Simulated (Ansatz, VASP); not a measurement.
## ZnCu2SnS4: VASP beside Ansatz

Aim: how closely do two programs agree when they are given the same cell, functional and k mesh? The cell is taken from a series of VASP runs on this material, whose earlier steps may have relaxed, scaled or displaced it; both programs get it as it stands.

Calculated with Ansatz 0.2.0; plane waves, with VASP 6.6.1 beside it; relaxation of cell and atoms at LDA.

### Step 1. The starting structure

The structure is tetragonal, space group I-4 (No. 82). Conventional cell: a = 5.321 Å, b = 5.321 Å, c = 10.628 Å, α = 90.00°, β = 90.00°, γ = 90.00°. Nearest to Sn lie 4 S at 2.43 Å. Nearest to Zn lie 4 S at 2.30 Å. Nearest to Cu lie 4 S at 2.25 Å. S has 2 Cu at 2.25 Å and 1 Zn at 2.30 Å and 1 Sn at 2.43 Å nearest. Farther neighbours and most contacts between anions are not listed.

As a file:

```
Sn Zn Cu S
1.0
    -2.66074    2.66074    5.31385
     2.66074   -2.66074    5.31385
     2.66074    2.66074   -5.31385
Sn Zn Cu S
1 1 2 4
Cartesian
  0.0000 0.0000 5.3139
  2.6607 0.0000 2.6569
  0.0000 2.6607 2.6569
  0.0000 0.0000 0.0000
  1.3847 1.4316 3.9299
  1.2292 4.0454 1.3840
  1.2761 1.2292 -1.3840
  1.4316 -1.3847 6.6978
```

### Step 2. VASP: relaxation of cell and atoms, LDA

The relaxed volume is the usual yardstick between codes: its relative difference is about their pressure difference at one cell divided by the bulk modulus.

Lines of VASP's logs that name or quote its potential files are left out, and so is its time.

Input file INCAR:

```
SYSTEM = ZnCu2SnS4
PREC = Accurate
ENCUT = 400
EDIFF = 1E-06
NELM = 100
ISMEAR = -1
SIGMA = 0.05
LREAL = .FALSE.
ALGO = Normal
GGA = CA
NBANDS = 44
LORBIT = 11
LWAVE = .FALSE.
LCHARG = .FALSE.
KPAR = 4
IBRION = 2
NSW = 60
ISIF = 3
EDIFFG = -0.01
```

Input file POSCAR:

```
ZnCu2SnS4
1.0
   -2.6607423928      2.6607423911      5.3138514369
    2.6607423928     -2.6607423911      5.3138514369
    2.6607423911      2.6607423928     -5.3138514369
Sn Zn Cu S
1 1 2 4
Direct
    0.5000000000      0.5000000000      0.0000000000
    0.2500000000      0.7500000000      0.5000000000
    0.7500000000      0.2500000000      0.5000000000
    0.0000000000      0.0000000000      0.0000000000
    0.6387953666      0.6299819112      0.5292261405
    0.8904307739      0.3612046334      0.9911865446
    0.1007557707      0.1095692261      0.4707738595
    0.3700180888      0.8992442293      0.0088134554
```

Input file KPOINTS:

```
Automatic mesh
0
Gamma
7 7 7
0 0 0
```

Potentials, in the order of the species: Sn_d, Zn, Cu and S (LDA family, release 64).

Started as:

```sh
$ mpirun -np 4 vasp_std
```

Numbers of over 12 decimals in the logs are rounded to 6 here.

The log of the run:

```text
[banner, memory and clock lines left out]
running    4 mpi-ranks, on    1 nodes
 distrk:  each k-point on    1 cores,    4 groups
 distr:  one band on    1 cores,    1 groups

 POSCAR found type information on POSCAR SnZnCuS
 POSCAR found :  4 types and       8 ions
 LDA part: xc-table for (Slater(with rela. corr.)+CA(PZ))
 , standard interpolation
 POSCAR, INCAR and KPOINTS ok, starting setup
 FFT: planning ... GRIDC
 FFT: planning ... GRID_SOFT
 FFT: planning ... GRID
 WAVECAR not read
 entering main loop
       N       E                     dE             d eps       ncg     rms          rms(c)
DAV:   1     0.669138350283E+03    0.66914E+03   -0.27607E+04  4584   0.179E+03
DAV:   2     0.751243947730E+02   -0.59401E+03   -0.57663E+03  4584   0.473E+02
DAV:   3    -0.329640382927E+02   -0.10809E+03   -0.10574E+03  5752   0.201E+02
DAV:   4    -0.409099780459E+02   -0.79459E+01   -0.78595E+01  6304   0.559E+01
DAV:   5    -0.412604651824E+02   -0.35049E+00   -0.34977E+00  6808   0.123E+01    0.187E+01
DAV:   6    -0.408185964539E+02    0.44187E+00   -0.44449E+01  6928   0.114E+02    0.136E+01
DAV:   7    -0.383279147871E+02    0.24907E+01   -0.12534E+01  6080   0.935E+01    0.863E+00
DAV:   8    -0.386350307496E+02   -0.30712E+00   -0.50610E+00  7216   0.271E+01    0.427E+00
DAV:   9    -0.384568600861E+02    0.17817E+00   -0.15702E+00  6184   0.238E+01    0.697E-01
DAV:  10    -0.384566998117E+02    0.16027E-03   -0.10863E-01  7040   0.503E+00    0.271E-01
DAV:  11    -0.384572495143E+02   -0.54970E-03   -0.11767E-02  7456   0.953E-01    0.163E-01
DAV:  12    -0.384573560333E+02   -0.10652E-03   -0.20395E-03  7004   0.107E+00    0.105E-01
DAV:  13    -0.384572645836E+02    0.91450E-04   -0.59718E-04  7080   0.689E-01    0.704E-02
DAV:  14    -0.384571894103E+02    0.75173E-04   -0.34664E-04  6992   0.392E-01    0.323E-02
DAV:  15    -0.384571935907E+02   -0.41804E-05   -0.88231E-05  6112   0.557E-02    0.119E-02
DAV:  16    -0.384571937974E+02   -0.20673E-06   -0.31880E-06  4160   0.211E-02
   1 F= -.38457194E+02 E0= -.38456920E+02  d E =-.384572E+02
 curvature:   0.00 expect dE= 0.000E+00 dE for cont linesearch  0.000E+00
 trial: gam= 0.00000 g(F)=  0.177E-04 g(S)=  0.207E-04 ort = 0.000E+00 (trialstep = 0.100E+01)
 search vector abs. value=  0.384E-04
 reached required accuracy - stopping structural energy minimisation
```

OUTCAR, selected parts (step 2):

```text
ion  position               nearest neighbor table
   1  0.500  0.500  0.000-   5 2.43   6 2.43   8 2.43   7 2.43
   2  0.250  0.750  0.500-   8 2.30   5 2.30   7 2.30   6 2.30
   3  0.750  0.250  0.500-   5 2.25   6 2.25   7 2.25   8 2.25
   4  0.000  0.000  0.000-   5 2.25   7 2.25   6 2.25   8 2.25
   5  0.639  0.630  0.529-   3 2.25   4 2.25   2 2.30   1 2.43
   6  0.890  0.361  0.991-   3 2.25   4 2.25   2 2.30   1 2.43
   7  0.101  0.110  0.471-   3 2.25   4 2.25   2 2.30   1 2.43
   8  0.370  0.899  0.009-   3 2.25   4 2.25   2 2.30   1 2.43

  LATTYP: Found a body centered tetragonal cell.
 ALAT       =     5.3214847839
 C/A-ratio  =     1.9971311214

 Subroutine GETGRP returns: Found  4 space group operations
 (whereof  4 operations were pure point group operations)

The static configuration has the point symmetry S_4 .

 Found     52 irreducible k-points:

   k-points           NKPTS =     52   k-points in BZ     NKDIM =     52   number of bands    NBANDS=     44

   dimension x,y,z NGX =    42 NGY =   42 NGZ =   42
   dimension x,y,z NGXF=    84 NGYF=   84 NGZF=   84

   ENCUT  =  400.0 eV  29.40 Ry    5.42 a.u.  10.62 10.62 10.62*2*pi/ulx,y,z

   NELECT =      72.0000    total number of electrons

 k-points in reciprocal lattice and weights: Automatic mesh
   0.00000000  0.00000000  0.00000000       0.003
   0.14285714 -0.00000000  0.00000000       0.023
   0.28571429  0.00000000  0.00000000       0.023
   0.42857143 -0.00000000  0.00000000       0.023
   0.14285714  0.14285714  0.00000000       0.023
   0.28571429  0.14285714  0.00000000       0.023
  -0.28571429 -0.14285714  0.42857143       0.023
   0.42857143  0.14285714  0.00000000       0.023
  -0.42857143 -0.14285714 -0.42857143       0.023
[...]
-0.42857143  0.42857143  0.42857143       0.012
  -0.42857143 -0.42857143  0.42857143       0.006

 average (electrostatic) potential at core
       1-102.1329       2 -35.1859       3 -66.1217       4 -66.1388       5 -87.1597
       6 -87.1597       7 -87.1597       8 -87.1597

 E-fermi :   5.5084

 k-point     1 :       0.0000    0.0000    0.0000
  band No.  band energies     occupation
    ...
     32       3.3679      2.00000
     33       3.5737      2.00000
     34       5.3211      1.95386
     35       5.3211      1.95386
     36       5.3719      1.87768
     37       5.5655      0.48426
     38       7.1150      0.00000
     39       8.0606      0.00000
     40       8.9921      0.00000
     41       8.9921      0.00000
    ...

 k-point     2 :       0.1429   -0.0000    0.0000
  band No.  band energies     occupation
    ...
     32       3.5029      2.00000
     33       3.6586      2.00000
     34       4.6899      2.00000
     35       5.1169      1.99921
     36       5.2703      1.98307
     37       6.1972      0.00000
     38       7.4354      0.00000
     39       8.2927      0.00000
     40       8.7943      0.00000
     41       8.8822      0.00000
    ...

 k-point     3 :       0.2857    0.0000    0.0000
  band No.  band energies     occupation
    ...
     32       3.6123      2.00000
     33       3.7780      2.00000
     34       4.2459      2.00000
     35       4.6338      2.00000
     36       5.0427      1.99982
     37       6.7118      0.00000
     38       8.2146      0.00000
     39       8.3109      0.00000
     40       8.5703      0.00000
     41       9.1108      0.00000
    ...

  Total       -0.0165365     -0.0165365      0.0537883      0.0000000     -0.0000000      0.0000000
  in kB       -0.1760670     -0.1760670      0.5726948      0.0000001     -0.0000000      0.0000000
  external PRESSURE =       0.0735202 kB  Pullay stress =       0.0000000 kB

  energy-cutoff  :      400.00
  volume of cell :      150.48
      direct lattice vectors                 reciprocal lattice vectors
    -2.660742393  2.660742391  5.313851437    -0.000000000  0.187917478  0.094093711
     2.660742393 -2.660742391  5.313851437     0.187917478  0.000000000  0.094093711
     2.660742391  2.660742393 -5.313851437     0.187917478  0.187917478  0.000000000

 POSITION                                       TOTAL-FORCE (eV/Angst)
 -----------------------------------------------------------------------------------
      0.00000      0.00000      5.31385         0.000000     -0.000000     -0.000000
      2.66074      0.00000      2.65693         0.000000     -0.000000     -0.000000
     -0.00000      2.66074      2.65693         0.000000     -0.000000     -0.000000
      0.00000      0.00000      0.00000         0.000000     -0.000000     -0.000000
      1.38468      1.43158      3.92986        -0.001185      0.009270      0.002053
      1.22916      4.04543      1.38399        -0.009270     -0.001185     -0.002053
      1.27606      1.22916     -1.38399         0.001185     -0.009270      0.002053
      1.43158     -1.38468      6.69784         0.009270      0.001185     -0.002053
 -----------------------------------------------------------------------------------
    total drift:                                0.000001      0.000001      0.000002

  FREE ENERGIE OF THE ION-ELECTRON SYSTEM (eV)
  ---------------------------------------------------
  free  energy   TOTEN  =       -38.4571937974 eV

  energy  without entropy=      -38.4566453247  energy(sigma->0) =      -38.45691956

 reached required accuracy - stopping structural energy minimisation

 total charge
# of ion       s       p       d       tot
------------------------------------------
    1        1.124   1.134  10.105  12.363
    2        0.559   0.532   9.801  10.891
    3        0.408   0.443   9.260  10.110
    4        0.407   0.440   9.258  10.106
    5        1.327   2.385   0.000   3.712
    6        1.327   2.385   0.000   3.712
    7        1.327   2.385   0.000   3.712
    8        1.327   2.385   0.000   3.712
--------------------------------------------------
tot          7.805  12.088  38.424  58.317

[... 3 further parts left out ...]
```

CONTCAR:

```
ZnCu2SnS4
   1.00000000000000
    -2.6607423928000000    2.6607423910999999    5.3138514369000003
     2.6607423928000000   -2.6607423910999999    5.3138514369000003
     2.6607423910999999    2.6607423928000000   -5.3138514369000003
  Sn              Zn              Cu              S
     1     1     2     4
Direct
     0.5000000000000000    0.5000000000000000    0.0000000000000000
     0.2500000000000000    0.7500000000000000    0.5000000000000000
     0.7500000000000000    0.2500000000000000    0.5000000000000000
     0.0000000000000000    0.0000000000000000    0.0000000000000000
     0.6387953666000001    0.6299819111999980    0.5292261405000005
     0.8904307739000004    0.3612046333999999    0.9911865445999979
     0.1007557706999975    0.1095692260999996    0.4707738594999995
     0.3700180888000020    0.8992442293000025    0.0088134554000021
```

This run has no spin polarisation, so a moment on Cu, if there is one, isn't seen. The run keeps the 4 symmetry operations of its start, so it cannot find a distortion of lower symmetry.

(Part 1 of 2 ends here.)

[Lines on the potential files, build, host, timing and source positions are cut from VASP's logs without a mark.]

[Logs are printed without paths, hosts, clocks, repeated set-up lines and the standing remarks that a program may print on its own settings, such as how far it seeks lower states.]

[Hosts, paths, dates, database ids (printed as entryN), source tags and the programs' standing remarks are cut or masked in the printed files.]
